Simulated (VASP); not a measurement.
```
NaF
1.0
    0.00000     2.31353     2.31353
    2.31353     0.00000     2.31353
    2.31353     2.31353     0.00000
Na F
1 1
Cartesian
  0.00000   0.00000   0.00000
  2.31353   2.31353   2.31353
```

Level of theory: PBE GGA with D3 dispersion (Becke-Johnson damping), VASP's PBE PAW potentials (set 64) (plane waves; VASP). Run with 520 eV cut-off, Gaussian smearing of 0.050 eV, potentials Na_pv F.

### Question
Give the energies of bands 5 to 8 at the high-symmetry points, in eV from the valence-band maximum.

### Answer

```csv
band,Γ,X,U,L,W
5,0.00,-1.28,-1.06,-1.60,-0.88
6,0.00,-0.41,-0.84,-0.26,-0.88
7,0.00,-0.41,-0.37,-0.26,-0.58
8,6.32,13.19,12.86,10.81,13.25
```

The gap is direct, 6.32 eV, from the valence maximum at Γ to the conduction minimum at Γ.

Measured: gap 11.70 eV (computed value off by -5.38 eV), as given by David Koller et al., Journal of Physics Condensed Matter (2013), arXiv:1304.4470.

The compound is NaF in the rock salt structure. It was relaxed first.
